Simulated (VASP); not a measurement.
Input:

```yaml
crystal:
  lattice:
    - [4.07838, 0.00000, 0.00000]
    - [0.00000, 4.07838, 0.00000]
    - [0.00000, 0.00000, 4.07838]
  atoms:
    - { symbol: Cs, position: [0.00000, 0.00000, 0.00000] }
    - { symbol: Cl, position: [0.50000, 0.50000, 0.50000] }
```

These are SCAN meta-GGA, VASP's PBE PAW potentials (set 64) (plane waves; VASP 6.6.1) values and carry that method's errors. Settings: 520 eV cut-off, 7×7×7 Γ-centred mesh, Gaussian smearing of 0.050 eV, potentials Cs_sv Cl.

Unless said otherwise, spin-orbit coupling is left out, though it shifts the bands of the heavy elements here.

### Question
What does the run give for the energy per atom (σ→0), band gap (on the k-mesh) with the smallest direct gap where there is one?

### Answer

```yaml
band gap (on the k-mesh): 5.87 eV
smallest direct gap (on the k-mesh): 5.87 eV
energy per atom (σ→0): -25073 meV/atom
```

The absolute energy has meaning only against runs of the same code, potentials and settings.

The compound is CsCl in the CsCl type structure. This cell is one point of a volume scan, at 0.97 of the reference volume.
